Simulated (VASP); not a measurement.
Input:

```xyz
4
Lattice="4.2739 0.0000 0.0000 0.0000 4.2739 0.0000 0.0000 0.0000 7.5255" Properties=species:S:1:pos:R:3 pbc="T T T"
La     0.0000     2.1370     0.0000
La     2.1370     0.0000     3.7628
P      0.0000     0.0000     1.8814
P      0.0000     0.0000     5.6442
```

All values below come from PBE GGA, VASP's PBE PAW potentials (set 64) (plane waves; VASP). Run with 400 eV cut-off, 5×5×3 Γ-centred mesh, second-order Methfessel-Paxton smearing of 0.50 eV, potentials La P.

Give the stress tensor in GPa (positive for a compressed cell).

```
1.54  0.00  0.00
0.00  1.54  0.00
0.00  0.00  1.61
```
The pressure is its mean diagonal, 1.57 GPa.

The structure was generated: LaP was put into the PtS type (P4_2/mmc), which need not be its known phase. The cell was not relaxed at this level. The run is one of a series of settings (ISMEAR = 2, SIGMA = 0.5 against the base run), some of them coarse on purpose.
